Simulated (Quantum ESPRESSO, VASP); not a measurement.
**Code comparison for CaPbF6 (P1, 8 atoms in the cell)**

Self-consistent single point.

```
CaPbF6
1.0
    0.00000     4.31698     4.31698
    4.31698     0.00000     4.31698
    4.31698     4.31698     0.00000
Ca Pb F
1 1 6
Direct
  0.49712   0.49737   0.50273
  0.00286   0.00394   0.99268
  0.76011   0.75670   0.24220
  0.23339   0.24173   0.76101
  0.23374   0.76014   0.76066
  0.76277   0.23862   0.24388
  0.76050   0.24299   0.75617
  0.24951   0.75851   0.24069
```

All programs got the same cell, k-point mesh and kind of occupations (in Quantum ESPRESSO's words: occupations = smearing; smearing = fermi-dirac; degauss = 0.000734986 Ry; K_POINTS = automatic 3 3 3 0 0 0); potentials, basis and cutoffs are each program's usual ones.

| code | model | pressure (GPa) | largest force (eV/Å) | gap on the mesh (eV) | cutoff |
|---|---|---|---|---|---|
| Quantum ESPRESSO | PBEsol, GBRV 1.5 ultrasoft (PBESOL) pseudopotentials | -0.90 | 1.556 | 3.474 | 40 Ry |
| VASP | PBEsol, VASP's PBE PAW potentials (set 64) | -7.01 | 1.610 | 3.485 | 400 eV |

Size of the force on each atom (eV/Å): Sizes of forces hide their directions.

```
code                Ca1    Pb2     F3     F4     F5     F6     F7     F8
----------------  -----  -----  -----  -----  -----  -----  -----  -----
Quantum ESPRESSO  0.217  1.556  0.490  0.609  0.163  0.347  0.045  0.742
VASP              0.217  1.610  0.472  0.670  0.204  0.327  0.055  0.744
```

Gaps are read on the mesh.

The spread over the programs that give each value: pressure within 6.11 GPa; largest force within 0.054 eV/Å; gap on the mesh within 0.011 eV.

The starting cell comes from a database of computed structures (which also holds hypothetical and non-ambient phases and stackings), without a prior relaxation at this level. Its atoms were displaced at random from the sites of space group no. 225. On Quantum ESPRESSO's run: Spin-orbit coupling is off. Forces in this geometry exceed 1 eV/Å.

Problem. Why do the programs differ, and what cannot be compared?

Solution. Differences of this kind can come from the potentials, where these differ, and from what each basis and cutoff leave unconverged. The zero of total energies and Fermi levels follows the potentials and each program's conventions, so they are not compared here.

VASP's run is marked for a possible Pulay error in its stress at this cutoff; no cutoff test was made.

Left out of this page: Ansatz, GPAW, FLEUR and SIESTA (not drawn, or without a comparable value); ABINIT (stopped by limits of time or memory); CP2K (unsound by tests on forces, stress, charge or solver warnings).
